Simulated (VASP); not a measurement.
Given:

```
CELL_PARAMETERS angstrom
      3.40590     0.00000     0.00000
      0.00000     3.40590     0.00000
      0.00000     0.00000     3.40590
ATOMIC_POSITIONS crystal
  Tl 0.00000 0.00000 0.00000
  Cl 0.50000 0.50000 0.50000
```

The numbers are results of PBEsol GGA, VASP's PBE PAW potentials (set 64) (plane waves; VASP), not measurements. Numerical set-up: 500 eV cut-off, 8×8×8 Γ-centred mesh, Gaussian smearing of 0.050 eV, potentials Tl_d Cl.

Unless said otherwise, spin-orbit coupling is left out, though it shifts the bands of the heavy elements here.

Question: What does the run give for the energy per atom (σ→0), pressure, band gap (on the k-mesh) with the smallest direct gap where there is one?

Answer: 
```yaml
band gap (on the k-mesh): 0.38 eV
smallest direct gap (on the k-mesh): 0.78 eV
energy per atom (σ→0): -2.912 eV/atom
pressure: 19.86 GPa
```

The compound is TlCl in the CsCl type structure. It was relaxed first under an external pressure of 20 GPa.
